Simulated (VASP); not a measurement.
Consider the following.

```
CELL_PARAMETERS angstrom
      1.80000    -3.11769     0.00000
      1.80000     3.11769     0.00000
      0.00000     0.00000     5.69000
ATOMIC_POSITIONS crystal
  Tb 0.33333 0.66667 0.25000
  Tb 0.66667 0.33333 0.75000
```

Calculation: vdW-DF2, VASP's PBE PAW potentials (set 64) (plane waves; VASP 6.6.1). Run with 520 eV cut-off, 11×11×6 Γ-centred mesh, first-order Methfessel-Paxton smearing of 0.10 eV, potentials Tb_3.

The 4f electrons are frozen in the core of the lanthanide potential, so 4f levels, which can set the real gap, and their magnetism are missing. Energy and stress use the plane-wave basis of the starting cell.

### Question
The ions, cell shape and volume are relaxed. Predict the relaxed structure.

### Answer

```
CELL_PARAMETERS angstrom
      1.84374    -3.19345     0.00000
      1.84374     3.19345     0.00000
      0.00000     0.00000     5.74039
ATOMIC_POSITIONS crystal
  Tb 0.33333 0.66667 0.25000
  Tb 0.66667 0.33333 0.75000
```
Space group P6_3/mmc (194), at a tolerance of 0.03 Å.

### Question
How do energy and volume change from the first to the last step?

### Answer
The energy (σ→0) changes by -14.3 meV/atom and the volume by +5.8 %, in 8 ionic steps.

The compound is Tb in the hcp structure. This run relaxes it. Symmetry was kept, so distortions that lower it aren't found.
